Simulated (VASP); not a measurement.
Write the native input for VASP 6.6.1 that does the following.

```yaml
Task: single point
Functional: PBE
Potentials_or_basis: VASP PAW PBE potentials, release 64 (Pb_d, S)
Cutoff: 520 eV
k_mesh: 6 × 6 × 1
Occupations: fermi-dirac, width 0.05 eV
Spin: no spin polarisation
Dipole_correction: yes
Further_INCAR_settings: ALGO = Normal; EDIFF = 1e-07; NBANDS = 50
```

The structure of PbS lies in POSCAR:

```
PbS
1.0
    4.1931432124      0.0000000000      0.0000000000
    0.0000000000      4.1931432124      0.0000000000
    0.0000000000      0.0000000000     23.8950000000
Pb S
4 4
Direct
    0.5000000000      0.5000000000      0.3138731952
    0.0000000000      0.0000000000      0.4379577317
    0.5000000000      0.5000000000      0.5620422683
    0.0000000000      0.0000000000      0.6861268048
    0.0000000000      0.0000000000      0.3138731952
    0.5000000000      0.5000000000      0.4379577317
    0.0000000000      0.0000000000      0.5620422683
    0.5000000000      0.5000000000      0.6861268048
```

The cell isn't the ideal one: the (1 0 0) slab of PbS, cut from the database cell, not relaxed.

The input as run:

INCAR

```
PREC = Accurate
ENCUT = 520
EDIFF = 1E-7
ISMEAR = -1
SIGMA = 0.05
LREAL = False
LASPH = True
NELM = 80
ALGO = Normal
ISIF = 2
LWAVE = False
LCHARG = False
LDIPOL = True
IDIPOL = 3
DIPOL = 0.5 0.5 0.500
GGA = PE
NBANDS = 50
```

KPOINTS

```
Automatic mesh
0
Gamma
  6 6 1
```

Potentials or basis: VASP PAW PBE potentials, release 64 (Pb_d, S).

Command:

```sh
$ cat potpaw_PBE.64/Pb_d/POTCAR potpaw_PBE.64/S/POTCAR > POTCAR
$ mpirun -np 1 vasp_std > vasp.out
```

It gave:

```yaml
Largest_force: 0.469 eV/Å
Band_gap_on_the_k_mesh: 1.07 eV, direct
```

Caveat: spin-orbit coupling is left out, which as a rule narrows the gap of such compounds by several tenths of an eV.

Run time: 4.7 min on 1 thread of Intel(R) Xeon(R) 6975P-C (Granite Rapids), with other jobs on the host, peak memory 0.5 GiB.
